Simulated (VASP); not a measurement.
# LiBe12 in VASP: notebook

One slab, LiBe12, is run at these levels: r2SCAN; tasks: single point.

Everything below comes from runs of VASP 6.6.1. Logs are shortened: lines on timing, memory, paths and dates and some standing lists are left out, and cuts for length are marked.

## (1) The slab as given

The cell holds a slab with vacuum, 13 atoms: a = 4.580 Å, b = 4.580 Å, c = 16.588 Å, α = 90.00°, β = 90.00°, γ = 60.00°.

The cell was built by a generator and needn't be a form met in nature.

## (2) Single point, r2SCAN

POSCAR

```
LiBe12
1.0
    4.5800000000      0.0000000000      0.0000000000
    2.2900000000      3.9663960000      0.0000000000
    0.0000000000      0.0000000000     16.5884300000
Be Li
12 1
Direct
    0.0000000000      0.0000000000      0.0602829804
    0.5000000000      0.0000000000      0.0602829804
   -0.0000002521      0.5000005042      0.0602829804
    0.4999997479      0.5000005042      0.0602829804
   -0.1860518176      0.3620162989      0.1598644356
    0.2959910127      0.3833454854      0.1553914385
   -0.1479025872      0.7952811570      0.1578449558
    0.3131934870      0.8424776548      0.1750678033
   -0.0513197158      0.0420280779      0.2724007034
    0.5296578127      0.0101603572      0.2787364446
    0.0323914737      0.5043873582      0.2784350297
    0.5101840329      0.5194135936      0.2817325087
    0.0963860169      0.7229484903      0.3938588522
```

INCAR.step1

```
PREC = Accurate
ENCUT = 520
ISMEAR = -1
SIGMA = 0.05
LREAL = False
LASPH = True
NELM = 100
NBANDS = 26
GGA = PE
ALGO = Normal
EDIFF = 1E-4
LWAVE = True
LCHARG = False
```

INCAR.step2

```
PREC = Accurate
ENCUT = 520
EDIFF = 1E-6
ISMEAR = -1
SIGMA = 0.05
LREAL = False
LASPH = True
NELM = 100
ALGO = Normal
ISIF = 2
LWAVE = False
LCHARG = False
METAGGA = R2SCAN
LMIXTAU = True
NBANDS = 26
ISTART = 1
```

KPOINTS

```
regular mesh
0
Gamma
  4 4 1
```

Potentials or basis: VASP PAW PBE potentials, release 64 (Be, Li_sv).

Run with:

```console
cat potpaw_PBE.64/Be/POTCAR potpaw_PBE.64/Li_sv/POTCAR > POTCAR
cp INCAR.step1 INCAR
mpirun -np 1 vasp_std > vasp.out
cp INCAR.step2 INCAR
mpirun -np 1 vasp_std > vasp.out
```

OUTCAR:

```text
PREC = Accurate
   ENCUT = 520
   EDIFF = 1E-6
   ISMEAR = -1
   LREAL = False
   LASPH = True
   NELM = 100
   ISIF = 2
   METAGGA = R2SCAN
   ISTART = 1

 ion  position               nearest neighbor table
   1  0.000  0.000  0.060-   7 2.14   5 2.19   8 2.27   4 2.29   3 2.29   2 2.29   2 2.29   4 2.29
                             3 2.29
   2  0.500  0.000  0.060-   7 2.14   6 2.19   3 2.29   4 2.29   1 2.29   1 2.29   3 2.29   4 2.29
                             8 2.34
   3  1.000  0.500  0.060-   6 1.97   7 2.00   5 2.10   2 2.29   1 2.29   4 2.29   4 2.29   1 2.29
                             2 2.29
   4  0.500  0.500  0.060-   6 2.04   5 2.07   1 2.29   2 2.29   3 2.29   3 2.29   2 2.29   1 2.29
                             8 2.34
   5  0.814  0.362  0.160-   4 2.07   7 2.08   3 2.10   1 2.19   6 2.26   9 2.26   8 2.26   6 2.33
                             8 2.35  12 2.35
   6  0.296  0.383  0.155-   7 1.96   3 1.97   4 2.04   8 2.17   2 2.19   5 2.26  11 2.29   5 2.33

   7  0.852  0.795  0.158-   6 1.96   3 2.00   5 2.08   2 2.14   1 2.14   8 2.25  11 2.31   9 2.36
                             8 2.38
   8  0.313  0.842  0.175-   6 2.17   9 2.17  12 2.19   7 2.25   5 2.26   1 2.27  10 2.30   4 2.34
                             2 2.34   5 2.35   7 2.38
   9  0.949  0.042  0.272-  10 2.00  12 2.11   8 2.17   5 2.26  11 2.30  11 2.34   7 2.36  13 2.38

  10  0.530  0.010  0.279-   9 2.00  11 2.27  12 2.29  12 2.29   8 2.30  11 2.31
  11  0.032  0.504  0.278-  12 2.22  13 2.25  10 2.27   6 2.29   9 2.30  10 2.31   7 2.31   9 2.34
                            12 2.36
  12  0.510  0.519  0.282-   9 2.11   8 2.19  11 2.22  10 2.29  10 2.29   5 2.35  11 2.36  13 2.48

  13  0.096  0.723  0.394-  11 2.25   9 2.38  12 2.48

  LATTYP: Found a hexagonal cell.
 ALAT       =     4.5799996975
 C/A-ratio  =     3.6219281868

  Lattice vectors:

 A1 = (  -2.2900000000,  -3.9663960000,   0.0000000000)
 A2 = (   4.5800000000,   0.0000000000,   0.0000000000)
 A3 = (   0.0000000000,   0.0000000000,  16.5884300000)

Analysis of symmetry for initial positions (statically):
=====================================================================
 Subroutine PRICEL returns:
 Original cell was already a primitive cell.

 Routine SETGRP: Setting up the symmetry group for a
 hexagonal supercell.

 Subroutine GETGRP returns: Found  1 space group operations
 (whereof  1 operations were pure point group operations)
 out of a pool of 24 trial point group operations.

The static configuration has the point symmetry C_1 .

Analysis of symmetry for dynamics (positions and initial velocities):
=====================================================================
 Subroutine PRICEL returns:
 Original cell was already a primitive cell.

 Routine SETGRP: Setting up the symmetry group for a
 hexagonal supercell.

 Subroutine GETGRP returns: Found  1 space group operations
 (whereof  1 operations were pure point group operations)
 out of a pool of 24 trial point group operations.

The dynamic configuration has the point symmetry C_1 .

 Subroutine INISYM returns: Found  1 space group operations
 (whereof  1 operations are pure point group operations),
 and found     1 'primitive' translations

----------------------------------------------------------------------------------------

                                     Primitive cell

  volume of cell :     301.3470

  direct lattice vectors                    reciprocal lattice vectors
     4.580000000  0.000000000  0.000000000     0.218340611 -0.126059022  0.000000000
     2.290000000  3.966396000  0.000000000     0.000000000  0.252118044  0.000000000
     0.000000000  0.000000000 16.588430000     0.000000000  0.000000000  0.060282980

  length of vectors
     4.580000000  4.579999697 16.588430000     0.252118027  0.252118044  0.060282980

  position of ions in fractional coordinates (direct lattice)
     0.000000000  0.000000000  0.060282980
     0.500000000  0.000000000  0.060282980
     0.999999748  0.500000504  0.060282980
     0.499999748  0.500000504  0.060282980
     0.813948182  0.362016299  0.159864436
     0.295991013  0.383345485  0.155391438
     0.852097413  0.795281157  0.157844956
     0.313193487  0.842477655  0.175067803
     0.948680284  0.042028078  0.272400703
     0.529657813  0.010160357  0.278736445
     0.032391474  0.504387358  0.278435030
     0.510184033  0.519413594  0.281732509
     0.096386017  0.722948490  0.393858852

  ion indices of the primitive-cell ions
   primitive index   ion index
                 1           1
                 2           2
                 3           3
                 4           4
                 5           5
                 6           6
                 7           7
                 8           8
                 9           9
                10          10
                11          11
                12          12
                13          13

[... 81 lines left out ...]
   METAGGA = R2SCAN    functional components
   LHFCALC =     F    Hartree Fock is set to
   AEXX    =    0.0000 exact exchange contribution
   IVDW    =     0    specifies the selected vdW correction
   LEPSILON=     F    determine dielectric tensor
   LRPA    =     F    only Hartree local field effects (RPA)
 non-spin polarized calculation
  energy-cutoff  :      520.00
  volume of cell :      301.35
 maximum number of plane-waves:      8143
 NGX is ok and might be reduce to    36
   NGX = 17   NGY = 17   NGZ = 61

 number of electron      26.9999995 magnetization

 Free energy of the ion-electron system (eV)
  ---------------------------------------------------
  ext. energy  EPLUGINS =         0.00000000
  ---------------------------------------------------
  free energy    TOTEN  =       -49.83295650 eV

  energy without entropy =      -49.79797732  energy(sigma->0) =      -49.81546691

 E-fermi :  -0.1026     XC(G=0):  -5.1786

 val. band max:       -0.1056712368   @ k =  -0.2500   0.2500   0.0000
 cond. band min:      -0.0220067219   @ k =   0.5000   0.0000   0.0000
 fundamental gap:      0.0836645149
 Fermi energy:        -0.1025513298

 k-point     1 :       0.0000    0.0000    0.0000
  band No.  band energies     occupation
      1     -49.2255      2.00000
      2     -10.2684      2.00000
      3      -8.0272      2.00000
      4      -4.5704      2.00000
      5      -3.7779      2.00000
      6      -3.6776      2.00000
[... 17 lines left out ...]
     24       4.5846      0.00000
     25       5.0564      0.00000

 k-point     2 :       0.2500    0.0000    0.0000
  band No.  band energies     occupation
      1     -49.2254      2.00000
      2      -9.7942      2.00000
      3      -7.5477      2.00000
      4      -6.0517      2.00000
      5      -4.3396      2.00000
      6      -4.1088      2.00000
[... 17 lines left out ...]
     24       4.9918      0.00000
     25       5.2548      0.00000

 k-point     3 :       0.2500    0.2500    0.0000
  band No.  band energies     occupation
      1     -49.2254      2.00000
      2      -9.7926      2.00000
      3      -7.5470      2.00000
      4      -6.0694      2.00000
      5      -4.2978      2.00000
      6      -4.1485      2.00000
[... 160 lines left out ...]
 k-point     9 :       0.2500    0.5000    0.0000
  band No.  band energies     occupation
      1     -49.2254      2.00000
      2      -8.8532      2.00000
      3      -7.0751      2.00000
      4      -6.7604      2.00000
      5      -6.5921      2.00000
      6      -4.7899      2.00000
[... 17 lines left out ...]
     24       5.3954      0.00000
     25       5.8057      0.00000

 k-point    10 :      -0.2500    0.2500    0.0000
  band No.  band energies     occupation
      1     -49.2254      2.00000
      2      -8.8604      2.00000
      3      -6.9786      2.00000
      4      -6.8539      2.00000
      5      -6.5883      2.00000
      6      -4.8377      2.00000
[... 17 lines left out ...]
     24       5.3830      0.00000
     25       5.8048      0.00000
 [bands above 25 left out]

------------------------ aborting loop because EDIFF is reached ----------------------------------------

  FORCE on cell =-STRESS in cart. coord.  units (eV):
  Direction    XX          YY          ZZ          XY          YZ          ZX
  --------------------------------------------------------------------------------------
  -------------------------------------------------------------------------------------
  Total       -4.9170421     -5.0124337      1.5927554     -1.3605442     -0.6609512     -0.3439349
  in kB      -26.1425334    -26.6497039      8.4682336     -7.2336316     -3.5140921     -1.8286052
  external PRESSURE =     -14.7746679 kB  Pullay stress =       0.0000000 kB

 VOLUME and BASIS-vectors are now :
 -----------------------------------------------------------------------------
  energy-cutoff  :      520.00
  volume of cell :      301.35
      direct lattice vectors                 reciprocal lattice vectors
     4.580000000  0.000000000  0.000000000     0.218340611 -0.126059022  0.000000000
     2.290000000  3.966396000  0.000000000     0.000000000  0.252118044  0.000000000
     0.000000000  0.000000000 16.588430000     0.000000000  0.000000000  0.060282980

 POSITION                                       TOTAL-FORCE (eV/Angst)
 -----------------------------------------------------------------------------------
      0.00000      0.00000      1.00000         0.163799      0.022298     -0.158485
      2.29000      0.00000      1.00000        -0.251550     -0.014317     -0.082538
      5.72500      1.98320      1.00000        -0.520584     -0.091205     -1.487211
      3.43500      1.98320      1.00000         0.166093      0.512988     -0.646046
      4.55690      1.43590      2.65190        -0.114257     -0.813666      1.318664
      2.23350      1.52050      2.57770         0.921153     -1.984249      1.790312
      5.72380      3.15440      2.61840        -0.422403      2.309662      1.395920
      3.36370      3.34160      2.90410         0.595398      0.301287     -0.793768
      4.44120      0.16670      4.51870         1.732472     -0.671080     -0.301224
      2.44910      0.04030      4.62380        -1.235064      0.086802     -0.023770
      1.30340      2.00060      4.61880        -0.900591      0.122303     -1.078717
      3.52610      2.06020      4.67350        -0.152910     -0.002604     -0.413623
      2.09700      2.86750      6.53350         0.018443      0.221782      0.480487
 -----------------------------------------------------------------------------------
    total drift:                               -0.010827      0.031688      0.011168

  FREE ENERGIE OF THE ION-ELECTRON SYSTEM (eV)
  ---------------------------------------------------
  free  energy   TOTEN  =       -49.8329564962 eV

  energy  without entropy=      -49.7979773234  energy(sigma->0) =      -49.81546691
```

Run time: 4.3 min. Hardware: 1 thread of Intel Xeon 6975P-C (Granite Rapids), shared host; peak memory 0.44 GiB.

Results:

```yaml
Free_energy: -49.8330 eV
Largest_force: 2.827 eV/Å
Band_gap_on_the_k_mesh: none (metal or under the smearing width)
```

Forces on the atoms (eV/Å):
```
Be   0.164  0.022 -0.158
Be  -0.252 -0.014 -0.083
Be  -0.521 -0.091 -1.487
Be   0.166  0.513 -0.646
Be  -0.114 -0.814  1.319
Be   0.921 -1.984  1.790
Be  -0.422  2.310  1.396
Be   0.595  0.301 -0.794
Be   1.732 -0.671 -0.301
Be  -1.235  0.087 -0.024
Be  -0.901  0.122 -1.079
Be  -0.153 -0.003 -0.414
Li   0.018  0.222  0.480
```

Levels at points of the mesh, in eV from the Fermi level:
```tsv
k point	band 10	band 11	band 12	band 13	band 14	band 15	band 16	band 17	band 18	band 19
(0.00, 0.00, 0.00)	-2.04	-1.93	-1.83	-1.70	-1.41	0.75	2.42	2.86	3.00	3.49
(0.50, 0.00, 0.00)	-2.34	-2.14	-0.03	0.08	0.49	0.88	2.87	3.16	3.39	3.70
(0.50, 0.50, 0.00)	-2.32	-2.10	-0.02	0.11	0.42	0.69	2.84	3.20	3.43	3.59
(0.00, 0.50, 0.00)	-2.37	-2.18	-0.10	0.13	0.51	0.72	2.78	3.07	3.39	3.67
```

Caveat: the k mesh is coarse (spacing up to 0.40 Å⁻¹), so the values aren't converged; the cutoff is under 1.25 times the usual one of these potentials, so pressure, stress and relaxed cells hold a basis-set (Pulay) error; the PAW data sets were made with another functional, which shifts forces and pressure a little.

## (3) Single point, r2SCAN

POSCAR

```
LiBe12
1.0
    4.5800000000      0.0000000000      0.0000000000
    2.2900000000      3.9663960000      0.0000000000
    0.0000000000      0.0000000000     16.5884300000
Be Li
12 1
Direct
    0.0000000000      0.0000000000      0.0602829804
    0.5000000000      0.0000000000      0.0602829804
   -0.0000002521      0.5000005042      0.0602829804
    0.4999997479      0.5000005042      0.0602829804
   -0.1530888092      0.3158282733      0.1657902526
    0.3202913526      0.3859675131      0.1761348120
   -0.1569452368      0.8111393819      0.1576219088
    0.3220760515      0.8620924386      0.1770209718
   -0.0373596113      0.0745008819      0.2791463689
    0.5584735204      0.0130092911      0.2798577081
    0.0653849052      0.5076144692      0.2803218870
    0.4814300591      0.5312883535      0.2685245077
    0.0995572622      0.6927195368      0.3926351077
```

INCAR.step1

```
SYSTEM = LiBe12
  PREC = Accurate
  ENCUT = 520
  ISMEAR = -1
  SIGMA = 0.05
  LREAL = .False.
  LASPH = .True.
  NELM = 100
  NBANDS = 26
  GGA = PE
  ALGO = Normal
  EDIFF = 1E-4
  LWAVE = .True.
  LCHARG = .False.
```

INCAR.step2

```
SYSTEM = LiBe12
  PREC = Accurate
  ENCUT = 520
  EDIFF = 1E-6
  ISMEAR = -1
  SIGMA = 0.05
  LREAL = .False.
  LASPH = .True.
  NELM = 100
  ALGO = Normal
  ISIF = 2
  LWAVE = .False.
  LCHARG = .False.
  METAGGA = R2SCAN
  LMIXTAU = .True.
  NBANDS = 26
  ISTART = 1
```

KPOINTS

```
regular mesh
0
Gamma
  4 4 1
  0 0 0
```

Potentials or basis: VASP PAW PBE potentials, release 64 (Be, Li_sv).

Run with:

```console
cat potpaw_PBE.64/Be/POTCAR potpaw_PBE.64/Li_sv/POTCAR > POTCAR
cp INCAR.step1 INCAR
mpirun -np 1 vasp_std > vasp.out
cp INCAR.step2 INCAR
mpirun -np 1 vasp_std > vasp.out
```

Wall time 4.7 min (1 thread of Intel Xeon 6975P-C (Granite Rapids), shared host); peak memory 0.44 GiB.

It converged, with:

| Quantity | Value |
| --- | --- |
| Free energy | -49.4697 eV |
| Largest force | 2.688 eV/Å |
| Band gap on the k mesh | none (metal or under the smearing width) |

Forces in eV/Å, atoms in the order of the input:
```
Be   0.358 -0.064 -0.250
Be  -0.263  0.524  0.036
Be   0.221 -0.579 -0.396
Be  -0.017  0.143  0.192
Be  -0.032  1.087  0.341
Be  -0.178 -1.809 -1.888
Be   0.096  1.111  1.651
Be   0.343  0.164 -1.089
Be   1.317 -1.336 -0.024
Be  -1.601  0.163  0.029
Be  -2.433  0.354 -1.088
Be   1.896  0.001  1.570
Li   0.293  0.242  0.914
```

Levels at points of the mesh, in eV from the Fermi level:
| k point | band 12 | band 13 | band 14 | band 15 | band 16 | band 17 |
| --- | --- | --- | --- | --- | --- | --- |
| (0.00, 0.00, 0.00) | -1.68 | -1.56 | -1.40 | 0.88 | 2.32 | 2.85 |
| (0.50, 0.00, 0.00) | -0.10 | 0.11 | 0.61 | 0.81 | 2.95 | 3.09 |
| (0.50, 0.50, 0.00) | -0.05 | 0.06 | 0.37 | 0.84 | 2.91 | 3.22 |
| (0.00, 0.50, 0.00) | -0.17 | 0.11 | 0.55 | 0.85 | 2.91 | 3.15 |

Caveat: the k mesh is coarse (spacing up to 0.40 Å⁻¹), so the values aren't converged; the cutoff is under 1.25 times the usual one of these potentials, so pressure, stress and relaxed cells hold a basis-set (Pulay) error; the PAW data sets were made with another functional, which shifts forces and pressure a little.

## (4) Single point, r2SCAN

POSCAR

```
LiBe12
1.0
    4.5800000000      0.0000000000      0.0000000000
    2.2900000000      3.9663960000      0.0000000000
    0.0000000000      0.0000000000     16.5884300000
Be Li
12 1
Direct
    0.0000000000      0.0000000000      0.0602829804
    0.5000000000      0.0000000000      0.0602829804
   -0.0000002521      0.5000005042      0.0602829804
    0.4999997479      0.5000005042      0.0602829804
   -0.1712731749      0.3315856511      0.1582307669
    0.3703533887      0.3385945327      0.1877513424
   -0.1602152945      0.8496882308      0.1647051590
    0.3419671415      0.8523102585      0.1645725364
    0.0176245058      0.0538776259      0.2727563730
    0.5531397925     -0.0155808951      0.2773439078
    0.0793623718      0.5135896668      0.2809910281
    0.4943590352      0.5543823663      0.2822931405
    0.1115524910      0.6588600836      0.3985126983
```

INCAR.step1

```
PREC = Accurate ; ENCUT = 520
ISMEAR = -1 ; SIGMA = 0.05
LREAL = False ; LASPH = True
NELM = 100 ; NBANDS = 26
GGA = PE ; ALGO = Normal
EDIFF = 1E-4 ; LWAVE = True
LCHARG = False
```

INCAR.step2

```
PREC = Accurate ; ENCUT = 520
EDIFF = 1E-6 ; ISMEAR = -1
SIGMA = 0.05 ; LREAL = False
LASPH = True ; NELM = 100
ALGO = Normal ; ISIF = 2
LWAVE = False ; LCHARG = False
METAGGA = R2SCAN ; LMIXTAU = True
NBANDS = 26 ; ISTART = 1
```

KPOINTS

```
regular mesh
0
Gamma
  4 4 1
```

Run with:

```console
cat potpaw_PBE.64/Be/POTCAR potpaw_PBE.64/Li_sv/POTCAR > POTCAR
cp INCAR.step1 INCAR
mpirun -np 1 vasp_std > vasp.out
cp INCAR.step2 INCAR
mpirun -np 1 vasp_std > vasp.out
```

It took 4.5 min on 1 thread of Intel Xeon 6975P-C (Granite Rapids), shared host; peak memory 0.45 GiB.

The run converged. Its results:

* Free energy: -49.6590 eV
* Largest force: 2.863 eV/Å
* Band gap on the k mesh: none (metal or under the smearing width)

Forces in eV/Å, atoms in the order of the input:
```
Be   0.256 -0.180 -0.615
Be   0.282  0.448 -0.116
Be   0.507  0.010 -0.139
Be  -0.380  0.041 -0.086
Be   0.813  0.620  1.427
Be  -0.351 -0.168 -2.836
Be   0.251 -0.529  0.604
Be  -0.103 -0.312  0.713
Be  -0.151 -0.740  0.199
Be   0.068  0.596  0.864
Be  -2.498  0.565 -0.695
Be   1.255 -0.750 -0.071
Li   0.049  0.399  0.752
```

Levels at points of the mesh, in eV from the Fermi level:
```
           k point  band 10  band 11  band 12  band 13  band 14  band 15  band 16  band 17  band 18  band 19
(0.00, 0.00, 0.00)    -2.09    -2.00    -1.68    -1.54    -1.40     0.68     2.31     2.67     2.77     3.46
(0.50, 0.00, 0.00)    -2.32    -2.19    -0.20     0.14     0.65     0.67     2.82     3.02     3.36     3.86
(0.50, 0.50, 0.00)    -2.37    -2.01    -0.10     0.03     0.53     0.81     2.76     2.98     3.22     3.55
(0.00, 0.50, 0.00)    -2.42    -2.03    -0.06    -0.02     0.44     0.81     2.73     3.00     3.60     3.77
```

Caveat: the k mesh is coarse (spacing up to 0.40 Å⁻¹), so the values aren't converged; the cutoff is under 1.25 times the usual one of these potentials, so pressure, stress and relaxed cells hold a basis-set (Pulay) error; the PAW data sets were made with another functional, which shifts forces and pressure a little.
